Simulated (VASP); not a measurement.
Output of a VASP run:

OSZICAR:
```
       N       E                     dE             d eps       ncg     rms          rms(c)
DAV:   1     0.591754376848E+02    0.59175E+02   -0.78712E+03   778   0.102E+03
DAV:   2    -0.369856536260E+02   -0.96161E+02   -0.93097E+02   889   0.270E+02
DAV:   3    -0.407862828345E+02   -0.38006E+01   -0.37932E+01   839   0.569E+01
DAV:   4    -0.408036479759E+02   -0.17365E-01   -0.17363E-01   864   0.376E+00
DAV:   5    -0.408037575179E+02   -0.10954E-03   -0.10954E-03   829   0.275E-01    0.588E+00
DAV:   6    -0.358912893647E+02    0.49125E+01   -0.38083E+00   764   0.303E+01    0.792E+00
DAV:   7    -0.358673690645E+02    0.23920E-01   -0.34892E-01   754   0.752E+00    0.439E+00
DAV:   8    -0.358385149836E+02    0.28854E-01   -0.35126E-01   759   0.519E+00    0.742E-01
DAV:   9    -0.359085927200E+02   -0.70078E-01   -0.96506E-02   774   0.278E+00    0.534E-01
DAV:  10    -0.358938183512E+02    0.14774E-01   -0.11719E-02   754   0.108E+00    0.336E-01
DAV:  11    -0.359111956356E+02   -0.17377E-01   -0.17606E-02   754   0.134E+00    0.900E-02
DAV:  12    -0.359121483407E+02   -0.95271E-03   -0.98770E-04   849   0.314E-01    0.108E-01
DAV:  13    -0.359123334300E+02   -0.18509E-03   -0.40258E-04   759   0.207E-01    0.182E-02
DAV:  14    -0.359128025761E+02   -0.46915E-03   -0.28223E-04   754   0.183E-01    0.539E-03
DAV:  15    -0.359128165575E+02   -0.13981E-04   -0.22732E-05   859   0.439E-02    0.328E-03
DAV:  16    -0.359128192137E+02   -0.26562E-05   -0.14462E-05   540   0.376E-02
   1 F= -.35912819E+02 E0= -.35912819E+02  d E =-.359128E+02
```

File OUTCAR:
```
------------------------ aborting loop because EDIFF is reached ----------------------------------------
  FORCE on cell =-STRESS in cart. coord.  units (eV):
  Direction    XX          YY          ZZ          XY          YZ          ZX
  --------------------------------------------------------------------------------------
  Total       -0.1157469     -0.1157469     -0.1157469      0.0000000      0.0000000      0.0000000
  in kB       -3.2040135     -3.2040135     -3.2040135      0.0000000      0.0000000      0.0000000
  external PRESSURE =      -3.2040135 kB  Pullay stress =       0.0000000 kB
  volume of cell :       57.88
      direct lattice vectors                 reciprocal lattice vectors
     0.000000000  3.070189712  3.070189712    -0.162856386  0.162856386  0.162856386
     3.070189712  0.000000000  3.070189712     0.162856386 -0.162856386  0.162856386
     3.070189712  3.070189712  0.000000000     0.162856386  0.162856386 -0.162856386
  FREE ENERGIE OF THE ION-ELECTRON SYSTEM (eV)
  ---------------------------------------------------
  free  energy   TOTEN  =       -35.9128192137 eV

  energy  without entropy=      -35.9128192137  energy(sigma->0) =      -35.91281921

 reached required accuracy - stopping structural energy minimisation
```
(Selected blocks of OUTCAR.)

File POSCAR:
```
CdSe
1
   -0.0000000000     3.0701897119     3.0701897119
    3.0701897119    -0.0000000000     3.0701897119
    3.0701897119     3.0701897119    -0.0000000000
Cd Se
1 1
Direct
  0.0000000000   0.0000000000   0.0000000000
  0.7500000000   0.7500000000   0.7500000000
```

Q: Reconstruct the remaining input files.

A: One answer among several that fit: the input of the run itself, r2SCAN meta-GGA, plane waves, VASP's PBE PAW potentials (set 64).

File KPOINTS:
```
Automatic mesh
0
Gamma
8 8 8
0 0 0
```

**INCAR**
```
SYSTEM = CdSe
PREC = Normal
ENCUT = 400
EDIFF = 1E-5
NELM = 100
ALGO = Normal
LREAL = .FALSE.
LASPH = .TRUE.
ISMEAR = 0
SIGMA = 0.05
METAGGA = R2SCAN
LMIXTAU = .TRUE.
LMAXMIX = 4
LWAVE = .FALSE.
LCHARG = .FALSE.
NELMIN = 4
IBRION = 2
ISIF = 2
NSW = 20
EDIFFG = -0.03
```

POTCAR, in this order: Cd Se (PBE.64 set). Program: vasp_std.

The compound is CdSe in the zinc blende structure, whereas wurtzite is the usual form. It was relaxed first.
